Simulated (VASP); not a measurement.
# LiZn (Fd-3m) in VASP: notebook

Runs on LiZn. Level: LDA. Tasks: single point.

All numbers are computed with VASP 6.6.1; they aren't measurements. Logs are shortened: lines on timing, memory, paths and dates and some standing lists are left out, and cuts for length are marked.

## Step 1: Starting point

Symmetry: Fd-3m, No. 227, cubic system. The conventional cell has a = 6.234 Å, b = 6.234 Å, c = 6.234 Å, α = 90.00°, β = 90.00°, γ = 90.00°. Li (site symmetry -43m) has 4 Zn at 2.70 Å and 4 Li at 2.70 Å as nearest neighbours. Zn (site symmetry -43m) is surrounded by 4 Zn at 2.70 Å and 4 Li at 2.70 Å.

## Step 2: Single point, LDA

INCAR reads:

```
PREC = Accurate ; ENCUT = 520
EDIFF = 1E-7 ; ISMEAR = 1
SIGMA = 0.2 ; LREAL = F
LASPH = T ; NELM = 100
ALGO = Fast ; ISIF = 2
LWAVE = F ; LCHARG = T
LELF = T ; LVHAR = T
NBANDS = 23
```

KPOINTS reads:

```
regular mesh
0
Gamma
  4 4 4
```

POSCAR reads:

```
LiZn
1.0
    0.0000000000      3.1170000000      3.1170000000
    3.1170000000      0.0000000000      3.1170000000
    3.1170000000      3.1170000000      0.0000000000
Li Zn
2 2
Direct
    0.0000000000      0.0000000000      0.0000000000
    0.2500000000      0.2500000000      0.2500000000
    0.5000000000      0.5000000000      0.5000000000
    0.7500000000      0.7500000000      0.7500000000
```

Potentials or basis: VASP PAW LDA potentials, release 64 (Li_sv, Zn).

Command:

```sh
$ cat potpaw_LDA.64/Li_sv/POTCAR potpaw_LDA.64/Zn/POTCAR > POTCAR
$ mpirun -np 1 vasp_std > vasp.out
```

OUTCAR:

```text
PREC = Accurate
   ENCUT = 520
   EDIFF = 1E-7
   ISMEAR = 1
   LREAL = F
   LASPH = T
   NELM = 100
   ISIF = 2

 ion  position               nearest neighbor table
   1  0.000  0.000  0.000-   4 2.70   4 2.70   4 2.70   4 2.70
   2  0.250  0.250  0.250-   3 2.70   3 2.70   3 2.70   3 2.70
   3  0.500  0.500  0.500-   2 2.70   2 2.70   2 2.70   4 2.70   4 2.70   4 2.70   4 2.70   2 2.70

   4  0.750  0.750  0.750-   3 2.70   3 2.70   3 2.70   1 2.70   1 2.70   1 2.70   3 2.70   1 2.70

  LATTYP: Found a face centered cubic cell.
 ALAT       =     6.2340000000

  Lattice vectors:

 A1 = (   0.0000000000,   3.1170000000,   3.1170000000)
 A2 = (   3.1170000000,   0.0000000000,   3.1170000000)
 A3 = (   3.1170000000,   3.1170000000,   0.0000000000)

Analysis of symmetry for initial positions (statically):
=====================================================================
 Subroutine PRICEL returns:
 Original cell was already a primitive cell.

 Routine SETGRP: Setting up the symmetry group for a
 face centered cubic supercell.

 Subroutine GETGRP returns: Found 48 space group operations
 (whereof 24 operations were pure point group operations)
 out of a pool of 48 trial point group operations.

The static configuration has the point symmetry T_d .
 The point group associated with its full space group is O_h .

Analysis of symmetry for dynamics (positions and initial velocities):
=====================================================================
 Subroutine PRICEL returns:
 Original cell was already a primitive cell.

 Routine SETGRP: Setting up the symmetry group for a
 face centered cubic supercell.

 Subroutine GETGRP returns: Found 48 space group operations
 (whereof 24 operations were pure point group operations)
 out of a pool of 48 trial point group operations.

The dynamic configuration has the point symmetry T_d .
 The point group associated with its full space group is O_h .

 Subroutine INISYM returns: Found 48 space group operations
 (whereof 24 operations are pure point group operations),
 and found     1 'primitive' translations

----------------------------------------------------------------------------------------

                                     Primitive cell

  volume of cell :      60.5676

  direct lattice vectors                    reciprocal lattice vectors
     0.000000000  3.117000000  3.117000000    -0.160410651  0.160410651  0.160410651
[... 73 lines left out ...]
   EDIFF  = 0.1E-06   stopping-criterion for ELM
   LREAL  =      F    real-space projection
   EDIFFG = 0.1E-05   stopping-criterion for IOM
   NSW    =      0    number of steps for IOM
   IBRION =     -1    ionic relax: 0-MD 1-quasi-New 2-CG
   NFREE  =      0    steps in history (QN), initial steepest desc. (CG)
   ISIF   =      2    stress and relaxation
   ISYM   =      2    0-nonsym 1-usesym 2-fastsym
   POTIM  = 0.5000    time-step for ionic-motion
   TEBEG  =    0.0;   TEEND  =   0.0 temperature during run
   PSTRESS=    0.0 pullay stress
   NELECT =      30.0000    total number of electrons
   NUPDOWN=      -1.0000    fix difference up-down
   EMIN   =  10.00;   EMAX   =-10.00  energy-range for DOS
   EFERMI =   0.00;   METHOD = LEGACY
   ISMEAR =     1;   SIGMA  =   0.20  broadening in eV -4-tet -1-fermi 0-gaus
   EFERMI_NEDOS =   21; number of points for ismear=-14 and -15
   IALGO  =     68    algorithm
   IMIX   =      4    mixing-type and parameters
     AMIX     =   0.40;   BMIX     =  1.00
     AMIX_MAG =   1.60;   BMIX_MAG =  1.00
  volume/ion in A,a.u.               =      15.14       102.18
  Fermi-wavevector in a.u.,A,eV,Ry     =   1.295294  2.447751 22.827682  1.677787
  Thomas-Fermi vector in A             =   2.426823
   LORBIT       =      0    0 simple, 1 ext, 2 COOP (PROOUT), +10 PAW based schemes
   GGA     = CA    functional components
   LHFCALC =     F    Hartree Fock is set to
   AEXX    =    0.0000 exact exchange contribution
   IVDW    =     0    specifies the selected vdW correction
   LEPSILON=     F    determine dielectric tensor
   LRPA    =     F    only Hartree local field effects (RPA)
 non-spin polarized calculation
 RMM-DIIS sequential band-by-band and
 Methfessel and Paxton  Order N= 1 SIGMA  =   0.20
  energy-cutoff  :      520.00
  volume of cell :       60.57
 maximum number of plane-waves:      1660
 NGX is ok and might be reduce to    36
   NGX = 17   NGY = 17   NGZ = 17

 number of electron      30.0000023 magnetization

 Free energy of the ion-electron system (eV)
  ---------------------------------------------------
  ext. energy  EPLUGINS =         0.00000000
  ---------------------------------------------------
  free energy    TOTEN  =        -8.65124646 eV

  energy without entropy =       -8.62916716  energy(sigma->0) =       -8.64388670

 E-fermi :   1.7679     XC(G=0):  -9.9605

 val. band max:        1.7506075517   @ k =   0.5000   0.2500   0.0000
 cond. band min:       2.0757045331   @ k =   0.2500   0.2500   0.0000
 fundamental gap:      0.3250969814
 Fermi energy:         1.7678827112

 k-point     1 :       0.0000    0.0000    0.0000
  band No.  band energies     occupation
      1     -43.2970      2.00000
      2     -43.2446      2.00000
      3      -5.6877      2.00000
      4      -5.4846      2.00000
      5      -5.4846      2.00000
      6      -5.4846      2.00000
[... 197 lines left out ...]
     22      12.6256      0.00000
     23      12.7799      0.00000

------------------------ aborting loop because EDIFF is reached ----------------------------------------

  FORCE on cell =-STRESS in cart. coord.  units (eV):
  Direction    XX          YY          ZZ          XY          YZ          ZX
  --------------------------------------------------------------------------------------
  -------------------------------------------------------------------------------------
  Total       -1.9925292     -1.9925292     -1.9925292     -0.0000000     -0.0000000      0.0000000
  in kB      -52.7077974    -52.7077974    -52.7077974     -0.0000000     -0.0000000      0.0000000
  external PRESSURE =     -52.7077974 kB  Pullay stress =       0.0000000 kB

 VOLUME and BASIS-vectors are now :
 -----------------------------------------------------------------------------
  energy-cutoff  :      520.00
  volume of cell :       60.57
      direct lattice vectors                 reciprocal lattice vectors
     0.000000000  3.117000000  3.117000000    -0.160410651  0.160410651  0.160410651
     3.117000000  0.000000000  3.117000000     0.160410651 -0.160410651  0.160410651
     3.117000000  3.117000000  0.000000000     0.160410651  0.160410651 -0.160410651

 POSITION                                       TOTAL-FORCE (eV/Angst)
 -----------------------------------------------------------------------------------
      0.00000      0.00000      0.00000        -0.000000     -0.000000     -0.000000
      1.55850      1.55850      1.55850         0.000000      0.000000      0.000000
      3.11700      3.11700      3.11700         0.000000      0.000000      0.000000
      4.67550      4.67550      4.67550        -0.000000     -0.000000      0.000000
 -----------------------------------------------------------------------------------
    total drift:                                0.000000      0.000000      0.000000

  FREE ENERGIE OF THE ION-ELECTRON SYSTEM (eV)
  ---------------------------------------------------
  free  energy   TOTEN  =        -8.6512464636 eV

  energy  without entropy=       -8.6291671638  energy(sigma->0) =       -8.64388670
```

OSZICAR:

```text
N       E                     dE             d eps       ncg     rms          rms(c)
DAV:   1     0.146614534756E+03    0.14661E+03   -0.13575E+04   368   0.167E+03
DAV:   2     0.220291273204E+01   -0.14441E+03   -0.13873E+03   382   0.313E+02
DAV:   3    -0.870727697497E+01   -0.10910E+02   -0.10756E+02   617   0.785E+01
[... 14 lines left out ...]
RMM:  18    -0.865124575460E+01   -0.64777E-06   -0.43044E-06   451   0.913E-03    0.750E-04
RMM:  19    -0.865124610024E+01   -0.34564E-06   -0.24468E-06   463   0.720E-03    0.689E-04
RMM:  20    -0.865124628093E+01   -0.18069E-06   -0.12756E-06   434   0.502E-03    0.880E-04
RMM:  21    -0.865124639287E+01   -0.11194E-06   -0.68110E-07   425   0.411E-03    0.114E-03
RMM:  22    -0.865124646359E+01   -0.70721E-07   -0.44437E-07   413   0.325E-03
   1 F= -.86512465E+01 E0= -.86438867E+01  d E =-.220793E-01
```

Run time: 17 s. Hardware: 1 thread of Intel Xeon Platinum 8375C at 2.90GHz (Ice Lake), shared host; peak memory 0.16 GiB.

What came out:

```
Free energy            : -8.6512 eV
Band gap on the k mesh : none (metal or under the smearing width)
```

Caveat: the k mesh is coarse (spacing up to 0.44 Å⁻¹), so the values aren't converged; the cutoff is under 1.25 times the usual one of these potentials, so pressure, stress and relaxed cells hold a basis-set (Pulay) error.

[end of part 1 of 2]
